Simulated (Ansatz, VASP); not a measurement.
**InW2 in VASP and in Ansatz**

```
CELL_PARAMETERS angstrom
-1.67493 1.67493 4.76984
1.67493 -1.67493 4.76984
1.67493 1.67493 -4.76984
ATOMIC_POSITIONS crystal
In 0.00000 0.00000 0.00000
W 0.68412 0.68412 0.00000
W 0.31588 0.31588 0.00000
```

Alike in both runs: functional PBE; k mesh 6 × 6 × 6; occupations gaussian, width 0.1 eV; no spin polarisation.

Ansatz relaxed the structure, and its values are those at the end. VASP's run is a single point on that final structure, the one shown.

```csv
,VASP,Ansatz
version,VASP 6.6.1,Ansatz 0.2.0
potentials or method,"VASP PAW PBE potentials, release 64 (In_d, W_sv)","scalar-relativistic, plane waves, PAW"
plane-wave cutoff (eV),520,420
valence electrons in the cell,41,41
```

|  | VASP | Ansatz | Ansatz less VASP |
| --- | --- | --- | --- |
| gap on the k mesh at the Fermi level (eV) | none | none | - |
| pressure (GPa) | -0.1 | -0.3 | -0.23 |
| rms of the force components (eV/Å) | 0.008 | 0.003 | -0.0050 |

A gap of «none» marks a metal or a gap that the smearing closes. With one functional, cell and mesh, what is left measures potentials, basis and numerics.

Caveats: the k mesh is coarse (spacing up to 0.44 Å⁻¹), so the values aren't converged. The runs have no spin-orbit coupling, so splittings on W are missing.
